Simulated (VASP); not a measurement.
```
NiN
1.0
    3.48087     0.00000     0.00000
   -1.74043     3.01452     0.00000
    0.00000     0.00000     4.85148
Ni N
2 2
Direct
  0.00000   0.00000   0.00000
  0.00000   0.00000   0.50000
  0.33333   0.66667   0.25000
  0.66667   0.33333   0.75000
```
Starting moments (μB, in the order of the record's atoms Ni Ni N N): 2.0 2.0 0.0 0.0.

The base run (VASP): PBE GGA, plane waves, VASP's PBE PAW potentials (set 64). Settings: 520 eV cut-off, 7×7×4 Γ-centred mesh, Gaussian smearing of 0.050 eV, potentials Ni N.

One setting is varied; ΔE counts from the base run. The base run took about 40 core-seconds. The timings are rough (shared machines, no repeats); factors under 2 mean little.

Pressures at a finite cut-off, here 520 eV, hold a Pulay part, which wasn't tested here.

| setting | cost over the base run | electronic steps | ΔE (meV/atom) | pressure (GPa) |
|---|---|---|---|---|
| SYMPREC = 1E-3 | within a factor of 2 | 22 | 0.0 | -37.25 |
| ISYM = 1 | within a factor of 2 | 22 | 0.0 | -37.25 |
| base run | reference | 22 | 0.0 | -37.25 |
| ISYM = 0 | about 4 times | 24 | 0.0 | -37.23 |
| ISYM = -1 | about 7 times | 24 | 0.0 | -37.25 |

Left out are runs that failed, have no time on record or changed the cell.

The structure was generated: NiN was put into the NiAs type (P6_3/mmc), which need not be its known phase. The cell was not relaxed at this level.
